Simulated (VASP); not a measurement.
# TiO2 (rutile): computed properties

Computed with LDA (Ceperley-Alder, Perdew-Zunger), VASP's LDA PAW potentials (set 64) (plane waves; VASP).

| Quantity | Result |
|---|---|
| space group | P4_2/mnm (136) |
| cell | a = b = 4.5536 Å, c = 2.9237 Å, α = β = γ = 90.00° |
| volume per atom | 10.10 Å^3/atom |
| band gap (over mesh and band path) | 1.82 eV |
| smallest direct gap (over mesh and band path) | 1.82 eV |
| band-edge character without spin-orbit coupling | direct, Γ to Γ |
| band gap with spin-orbit coupling | 1.82 eV |
| density | 4.38 g/cm³ |
| optical Γ-point spectrum | 107, 137, 143, 147 (×2), 385 (×2), 395, 418, 464 (×2), 490 (×2), 613, 816 cm⁻¹ |

```xyz
6
Lattice="4.5536 0.0000 0.0000 0.0000 4.5536 0.0000 0.0000 0.0000 2.9237" Properties=species:S:1:pos:R:3 pbc="T T T"
Ti     0.0000     0.0000     0.0000
Ti     2.2768     2.2768     1.4618
O      1.3843     1.3843     0.0000
O      3.6611     0.8925     1.4618
O      0.8925     3.6611     1.4618
O      3.1693     3.1693     0.0000
```

Measured: a 4.587 Å at 15 K (computed value off by -0.7 %), c 2.954 Å at 15 K (computed value off by -1.0 %), as given by Burdett, Hughbanks, Miller, Richardson, Smith, powder neutron diffraction studies of the rutile and anatase …. The calculation is for a static lattice, while the measured a, c hold thermal and zero-point effects, which are part of the difference.

The compound is TiO2 in the rutile structure. It was relaxed first. Symmetry was kept, so distortions that lower it aren't found.
